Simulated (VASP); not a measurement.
# Driving VASP from ASE on SiNi3

Do ASE scripts that read SiNi3 from different structure formats give one answer, and do several routes find one equilibrium volume? All runs use LDA. Left out of this account: at least 1 further run (self-consistent run: a reference on another mesh). The start is a computed cell from the Materials Project.

Main program and level: VASP 6.6.1; LDA, spin-polarised from a ferromagnetic start; plane waves and PAW (Si, Ni).

## 1. The structure

The structure is cubic, space group Pm-3m (No. 221). Conventional cell: a = 3.464 Å, b = 3.464 Å, c = 3.464 Å, α = 90.00°, β = 90.00°, γ = 90.00°. Nearest to Si lie 12 Ni at 2.45 Å. Nearest to Ni lie 4 Si at 2.45 Å and 8 Ni at 2.45 Å. Farther neighbours are not listed.

Coordinates:

```
Si Ni
1.0
     3.46374    0.00000    0.00000
     0.00000    3.46374    0.00000
     0.00000    0.00000    3.46374
Si Ni
1 3
Cartesian
  0.0000 0.0000 0.0000
  0.0000 1.7319 1.7319
  1.7319 1.7319 0.0000
  1.7319 0.0000 1.7319
```

## 2. A single point (LDA, through ASE)

A single point through ASE, with the structure typed into the script.

The input, run.py:

```python
import numpy as np
from ase.calculators.vasp import Vasp
from ase import Atoms
from ase.dft.bandgap import bandgap

atoms = Atoms(['Si', 'Ni', 'Ni', 'Ni'],
              cell=[[3.46374006, 0.0, 0.0], [0.0, 3.46374006, 0.0], [0.0, 0.0, 3.46374006]],
              scaled_positions=[[0.0, 0.0, 0.0], [0.0, 0.5, 0.5], [0.5, 0.5, 0.0], [0.5, 0.0, 0.5]],
              pbc=True)

calc = Vasp(
    xc='lda',
    pp='LDA',
    prec='Accurate',
    encut=400,
    ediff=1e-06,
    nelm=100,
    ismear=-1,
    sigma=0.05,
    lreal=False,
    algo='Normal',
    nbands=27,
    ispin=2,
    lasph=True,
    lmaxmix=4,
    lorbit=11,
    lwave=False,
    lcharg=False,
    kpar=4,
    isif=2,
    pp_version='64',
    setups={'Si': '', 'Ni': ''},
    kpts=(9, 9, 9),
    gamma=True,
    txt='vasp.out',
    magmom=[0.0, 1.0, 1.0, 1.0],
)
atoms.calc = calc

print("energy (eV):", round(atoms.get_potential_energy(), 6))
print("Fermi level (eV):", round(calc.get_fermi_level(), 4))
print("forces (eV/A):")
print(np.round(atoms.get_forces(), 4))
print("stress (GPa, Voigt, tension positive):", np.round(atoms.get_stress() * 160.21766, 3))
print("magnetic moment (muB):", round(atoms.get_magnetic_moment(), 3))
gap, p1, p2 = bandgap(calc, direct=False)
print("gap on the mesh (eV):", round(gap, 4))
```

PAW data sets: Si and Ni (LDA family, release 64).

Command:

```console
> export ASE_VASP_COMMAND="mpirun -np 4 vasp_std"
> python run.py
```

The program printed:

```text
energy (eV): -27.900102
Fermi level (eV): 10.9929
forces (eV/A):
[[0. 0. 0.]
 [0. 0. 0.]
 [0. 0. 0.]
 [0. 0. 0.]]
stress (GPa, Voigt, tension positive): [ 7.548  7.548  7.548  0.    -0.    -0.   ]
magnetic moment (muB): -0.0
gap on the mesh (eV): 0.0
```

Wall time 6 s (4 MPI ranks of Intel Xeon 6975P-C (Granite Rapids), shared host); peak memory 0.61 GiB; 19 s of CPU time.

Lines that name or quote the potential files are left out of all logs, and their timing lines are given in words.

ASE turned this into the INCAR:

```
ENCUT = 400.000000
SIGMA = 0.050000
EDIFF = 1.00e-06
ALGO = Normal
PREC = Accurate
ISIF = 2
ISMEAR = -1
ISPIN = 2
KPAR = 4
LMAXMIX = 4
LORBIT = 11
NBANDS = 27
NELM = 100
MAGMOM = 1*0.0000 3*1.0000
LASPH = .TRUE.
LCHARG = .FALSE.
LWAVE = .FALSE.
LREAL = .FALSE.
```

ASE turned this into the KPOINTS:

```
KPOINTS created by Atomic Simulation Environment
0
Gamma
9 9 9
0 0 0
```

vasp.out:

```text
[banner, memory and clock lines left out]
running    4 mpi-ranks, on    1 nodes
 distrk:  each k-point on    1 cores,    4 groups
 distr:  one band on    1 cores,    1 groups

 POSCAR found type information on POSCAR SiNi
 POSCAR found :  2 types and       4 ions
 LDA part: xc-table for (Slater(with rela. corr.)+CA(PZ))
 , standard interpolation
 POSCAR, INCAR and KPOINTS ok, starting setup
 FFT: planning ... GRIDC
 FFT: planning ... GRID_SOFT
 FFT: planning ... GRID
 WAVECAR not read
 entering main loop
       N       E                     dE             d eps       ncg     rms          rms(c)
DAV:   1     0.179652863278E+03    0.17965E+03   -0.12435E+04  3852   0.138E+03
DAV:   2    -0.208176779208E+02   -0.20047E+03   -0.18709E+03  3786   0.286E+02
DAV:   3    -0.313320949077E+02   -0.10514E+02   -0.10053E+02  4215   0.838E+01
DAV:   4    -0.315207916225E+02   -0.18870E+00   -0.18828E+00  4291   0.107E+01
DAV:   5    -0.315264276678E+02   -0.56360E-02   -0.56353E-02  4428   0.168E+00    0.215E+01
DAV:   6    -0.315175773450E+02    0.88503E-02   -0.28854E+01  4503   0.991E+01    0.175E+01
DAV:   7    -0.280097956566E+02    0.35078E+01   -0.10511E+01  4532   0.556E+01    0.421E+00
DAV:   8    -0.279252049966E+02    0.84591E-01   -0.29203E-01  4726   0.448E+00    0.147E+00
DAV:   9    -0.279103748570E+02    0.14830E-01   -0.14563E-02  5495   0.143E+00    0.651E-01
DAV:  10    -0.279088206953E+02    0.15542E-02   -0.10897E-03  4519   0.318E-01    0.344E-01
DAV:  11    -0.279078238295E+02    0.99687E-03   -0.31713E-04  4791   0.298E-01    0.870E-02
DAV:  12    -0.279078319618E+02   -0.81323E-05   -0.10562E-04  4560   0.890E-02    0.492E-02
DAV:  13    -0.279078312027E+02    0.75905E-06   -0.71080E-06  4362   0.400E-02
   1 F= -.27907831E+02 E0= -.27900102E+02  d E =-.154591E-01  mag=     0.0007
```

From OUTCAR (step 2):

```text
ion  position               nearest neighbor table
   1  0.000  0.000  0.000-   2 2.45   3 2.45   4 2.45   2 2.45   4 2.45   2 2.45   3 2.45   2 2.45
                             3 2.45   4 2.45   4 2.45   3 2.45
   2  0.000  0.500  0.500-   1 2.45   3 2.45   4 2.45   1 2.45   3 2.45   1 2.45   4 2.45   1 2.45
                             3 2.45   4 2.45   3 2.45   4 2.45
   3  0.500  0.500  0.000-   1 2.45   2 2.45   4 2.45   2 2.45   4 2.45   1 2.45   4 2.45   4 2.45
                             1 2.45   2 2.45   2 2.45   1 2.45
   4  0.500  0.000  0.500-   1 2.45   2 2.45   3 2.45   1 2.45   3 2.45   2 2.45   3 2.45   3 2.45
                             1 2.45   2 2.45   1 2.45   2 2.45

  LATTYP: Found a simple cubic cell.
 ALAT       =     3.4637400600

 Subroutine GETGRP returns: Found 48 space group operations
 (whereof 48 operations were pure point group operations)

The static configuration has the point symmetry O_h .

 Found     35 irreducible k-points:

   k-points           NKPTS =     35   k-points in BZ     NKDIM =     35   number of bands    NBANDS=     27

   dimension x,y,z NGX =    24 NGY =   24 NGZ =   24
   dimension x,y,z NGXF=    48 NGYF=   48 NGZF=   48

   ENCUT  =  400.0 eV  29.40 Ry    5.42 a.u.   5.65  5.65  5.65*2*pi/ulx,y,z

   NELECT =      34.0000    total number of electrons

 k-points in reciprocal lattice and weights: KPOINTS created by Atomic Simulation Env
   0.00000000  0.00000000  0.00000000       0.001
   0.11111111  0.00000000  0.00000000       0.008
   0.22222222  0.00000000  0.00000000       0.008
   0.33333333  0.00000000  0.00000000       0.008
   0.44444444  0.00000000  0.00000000       0.008
   0.11111111  0.11111111  0.00000000       0.016
   0.22222222  0.11111111  0.00000000       0.033
   0.33333333  0.11111111  0.00000000       0.033
   0.44444444  0.11111111  0.00000000       0.033
[...]
0.44444444  0.44444444  0.33333333       0.033
   0.44444444  0.44444444  0.44444444       0.011

 average (electrostatic) potential at core
       1 -80.2075       2 -80.1686       3 -80.1686       4 -80.1686

 E-fermi :  10.9929

 spin component 1
 k-point     1 :       0.0000    0.0000    0.0000
  band No.  band energies     occupation
    ...
     12      10.1071      1.00000
     13      10.1071      1.00000
     14      10.3557      1.00000
     15      10.3557      1.00000
     16      10.6846      0.99790
     17      11.0165      0.38381
     18      11.0165      0.38381
     19      11.0165      0.38381
     20      16.1375      0.00000
     21      17.5463      0.00000
    ...

 k-point     2 :       0.1111    0.0000    0.0000
  band No.  band energies     occupation
    ...
     12      10.1809      1.00000
     13      10.1809      1.00000
     14      10.3582      1.00000
     15      10.3625      1.00000
     16      10.6211      0.99941
     17      11.0167      0.38307
     18      11.3273      0.00124
     19      11.3273      0.00124
     20      16.4180      0.00000
     21      17.5098      0.00000
    ...

 k-point     3 :       0.2222    0.0000    0.0000
  band No.  band energies     occupation
    ...
     12      10.0564      1.00000
     13      10.0564      1.00000
     14      10.1893      1.00000
     15      10.3372      1.00000
     16      10.4606      0.99998
     17      11.0171      0.38114
     18      12.1795      0.00000
     19      12.1795      0.00000
     20      16.5641      0.00000
     21      17.4067      0.00000
    ...

 k-point     4 :       0.3333    0.0000    0.0000
  band No.  band energies     occupation
    ...
     12       9.8130      1.00000
     13       9.8130      1.00000
     14       9.9130      1.00000
     15      10.1000      1.00000
     16      10.4175      0.99999
     17      11.0175      0.37944
     18      13.3036      0.00000
     19      13.3036      0.00000
     20      16.5074      0.00000
     21      17.2677      0.00000
    ...

 k-point     5 :       0.4444    0.0000    0.0000
  band No.  band energies     occupation
    ...
     12       9.6190      1.00000
     13       9.6190      1.00000
     14       9.6794      1.00000
     15       9.8291      1.00000
     16      10.4234      0.99999
     17      11.0177      0.37854
     18      14.4719      0.00000
     19      14.4719      0.00000
     20      16.4251      0.00000
     21      16.6929      0.00000
    ...

 k-point     6 :       0.1111    0.1111    0.0000
  band No.  band energies     occupation
    ...
     13      10.1743      1.00000
     14      10.2749      1.00000
     15      10.4424      0.99998
     16      10.5548      0.99984
     17      10.9397      0.74351
     18      11.3510      0.00077
     19      11.6708      0.00000
     20      16.7496      0.00000
     21      17.8826      0.00000
     22      18.1442      0.00000
    ...

  Total       -1.9576351     -1.9576351     -1.9576351     -0.0000000     -0.0000000      0.0000000
  in kB      -75.4755777    -75.4755777    -75.4755777     -0.0000000     -0.0000000      0.0000000
  external PRESSURE =     -75.4755777 kB  Pullay stress =       0.0000000 kB

  energy-cutoff  :      400.00
  volume of cell :       41.56
      direct lattice vectors                 reciprocal lattice vectors
     3.463740060  0.000000000  0.000000000     0.288705267  0.000000000  0.000000000
     0.000000000  3.463740060  0.000000000     0.000000000  0.288705267  0.000000000
     0.000000000  0.000000000  3.463740060     0.000000000  0.000000000  0.288705267

 POSITION                                       TOTAL-FORCE (eV/Angst)
 -----------------------------------------------------------------------------------
      0.00000      0.00000      0.00000         0.000000      0.000000      0.000000
      0.00000      1.73187      1.73187         0.000000      0.000000      0.000000
      1.73187      1.73187      0.00000         0.000000      0.000000      0.000000
      1.73187      0.00000      1.73187         0.000000      0.000000      0.000000
 -----------------------------------------------------------------------------------
    total drift:                                0.000000     -0.000000     -0.000000

  FREE ENERGIE OF THE ION-ELECTRON SYSTEM (eV)
  ---------------------------------------------------
  free  energy   TOTEN  =       -27.9078312027 eV

  energy  without entropy=      -27.8923720685  energy(sigma->0) =      -27.90010164

 total charge
# of ion       s       p       d       tot
------------------------------------------
    1        0.735   0.842   0.000   1.577
    2        0.505   0.608   8.445   9.558
    3        0.505   0.608   8.445   9.558
    4        0.505   0.608   8.445   9.558
--------------------------------------------------
tot          2.251   2.666  25.334  30.252

 magnetization (x)
# of ion       s       p       d       tot
------------------------------------------
    1       -0.000  -0.000   0.000  -0.000
    2        0.000   0.000   0.000   0.000
    3        0.000   0.000   0.000   0.000
    4        0.000   0.000   0.000   0.000
--------------------------------------------------
tot         -0.000  -0.000   0.000   0.000

[... 6 further parts left out ...]
```

The moments of this start collapse, so this run ends in a non-magnetic state; other starts or orders were not tried. At this level the cell is under a tension of 7.5 GPa, so at these settings it is away from equilibrium.

This step gave:

```
SCF cycles                                        : 13
electrons                                         : 34
bands                                             : 27
irreducible k-points                              : 35
symmetry operations                               : 48
free energy (TOTEN)                               : -27.91 eV
energy at zero smearing                           : -27.90 eV
Fermi energy                                      : 10.99 eV
pressure                                          : -7.548 GPa
moment of the cell, from the last line of the log : 0 μB
metallic, judged on the points sampled            : yes
```

The spin moment in the PAW sphere vanishes on all atoms.

The pressure is -7.55 GPa and the largest force 0.000 eV/Å, so the cell is not at a minimum at these settings.

(Continued in part 2 of 3.)

[Lines on the potential files, build, host, timing and source positions are cut from VASP's logs without a mark.]

[Logs are printed without paths, hosts, clocks, repeated set-up lines and the standing remarks that a program may print on its own settings, such as how far it seeks lower states.]

[Hosts, paths, dates, database ids (printed as entryN), source tags and the programs' standing remarks are cut or masked in the printed files.]

[A measured line is paired with the nearest computed mode of its activity, which favours agreement.]

[In band tables of VASP the shares of atoms and orbitals are scaled to a sum of 1 inside the atoms' spheres.]
